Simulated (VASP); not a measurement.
OSZICAR of a VASP run on Ca:

OSZICAR:
```
       N       E                     dE             d eps       ncg     rms          rms(c)
DAV:   1     0.246956012632E+03    0.24696E+03   -0.18552E+04   728   0.110E+03
DAV:   2     0.116031366007E+02   -0.23535E+03   -0.23457E+03   536   0.341E+02
DAV:   3    -0.614635777860E+01   -0.17749E+02   -0.17726E+02   792   0.552E+01
DAV:   4    -0.844191882292E+01   -0.22956E+01   -0.22894E+01   816   0.213E+01
DAV:   5    -0.860852005890E+01   -0.16660E+00   -0.16650E+00   776   0.461E+00    0.500E+00
DAV:   6    -0.781960906022E+01    0.78891E+00   -0.10958E+01   640   0.891E+00    0.320E+00
DAV:   7    -0.765493264976E+01    0.16468E+00   -0.27395E+00   640   0.478E+00    0.171E+00
DAV:   8    -0.759946256247E+01    0.55470E-01   -0.61394E-01   560   0.224E+00    0.332E-01
DAV:   9    -0.759858108015E+01    0.88148E-03   -0.38838E-02   768   0.778E-01    0.165E-01
DAV:  10    -0.759963712107E+01   -0.10560E-02   -0.71883E-03   592   0.317E-01    0.782E-02
DAV:  11    -0.760031906844E+01   -0.68195E-03   -0.24494E-03   608   0.194E-01    0.466E-02
DAV:  12    -0.760126346382E+01   -0.94440E-03   -0.46298E-04   608   0.725E-02    0.223E-02
DAV:  13    -0.760181162744E+01   -0.54816E-03   -0.58020E-04   560   0.661E-02    0.173E-02
DAV:  14    -0.760204184180E+01   -0.23021E-03   -0.12015E-04   472   0.375E-02    0.110E-02
DAV:  15    -0.760211388782E+01   -0.72046E-04   -0.38910E-05   392   0.234E-02    0.371E-03
DAV:  16    -0.760214418293E+01   -0.30295E-04   -0.12539E-05   432   0.138E-02    0.269E-03
DAV:  17    -0.760215062380E+01   -0.64409E-05   -0.77880E-06   360   0.759E-03
   1 F= -.76021506E+01 E0= -.76013800E+01  d E =-.760215E+01
       N       E                     dE             d eps       ncg     rms          rms(c)
DAV:   1    -0.760257972973E+01   -0.43555E-03   -0.12747E-01   480   0.291E+00    0.727E-02
DAV:   2    -0.760279323197E+01   -0.21350E-03   -0.31083E-03   584   0.454E-01    0.280E-02
DAV:   3    -0.760279373738E+01   -0.50540E-06   -0.22766E-04   792   0.663E-02    0.106E-02
DAV:   4    -0.760279927445E+01   -0.55371E-05   -0.36860E-05   440   0.183E-02
   2 F= -.76027993E+01 E0= -.76020254E+01  d E =-.648651E-03
       N       E                     dE             d eps       ncg     rms          rms(c)
DAV:   1    -0.760204113071E+01    0.75261E-03   -0.11487E+00   480   0.874E+00    0.219E-01
DAV:   2    -0.760393090127E+01   -0.18898E-02   -0.28134E-02   592   0.136E+00    0.848E-02
DAV:   3    -0.760390111056E+01    0.29791E-04   -0.20733E-03   784   0.200E-01    0.321E-02
DAV:   4    -0.760391403178E+01   -0.12921E-04   -0.33835E-04   528   0.549E-02    0.148E-02
DAV:   5    -0.760391648800E+01   -0.24562E-05   -0.60291E-05   464   0.260E-02
   3 F= -.76039165E+01 E0= -.76031205E+01  d E =-.176586E-02
```

Which electronic solver shows in the log?

It is blocked Davidson (ALGO = Normal, or the opening steps of other solvers). The INCAR had ALGO = Normal.

Can the final energy be trusted as converged?

The run converged. It stopped with EDIFF = 1E-5, NELM = 100, NSW = 50 and EDIFFG = -0.03 after 3 ionic steps (PBEsol GGA, plane waves, VASP's PBE PAW potentials (set 64)).

The cell is a thin slab with vacuum, built from Ca (fcc): (100) face.
